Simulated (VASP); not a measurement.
Consider the following.

```
CELL_PARAMETERS angstrom
      4.93890     0.00000     0.00000
      0.00000     4.93890     0.00000
      0.00000     0.00000     4.93890
ATOMIC_POSITIONS crystal
  Si 0.50000 0.50000 0.50000
  Si 0.00000 0.00000 0.00000
  Mo 0.25000 0.00000 0.50000
  Mo 0.50000 0.25000 0.00000
  Mo 0.50000 0.75000 0.00000
  Mo 0.75000 0.00000 0.50000
  Mo 0.00000 0.50000 0.75000
  Mo 0.00000 0.50000 0.25000
```

Computed with PBE GGA, VASP's PBE PAW potentials (set 64) (plane waves; VASP 6.6.1). Run with 300 eV cut-off, 5×5×5 Γ-centred mesh, Gaussian smearing of 0.20 eV, potentials Si Mo_sv.

At this cut-off the stress carries a Pulay error, which pulls relaxed volumes low.

**Question.** Give the stress tensor in GPa (positive for a compressed cell).

**Answer.** 
```
-5.14   0.00   0.00
 0.00  -5.14   0.00
 0.00   0.00  -5.14
```
The pressure is its mean diagonal, -5.14 GPa.

The structure is a typed Mo3Si crystal. The cell was not relaxed at this level.
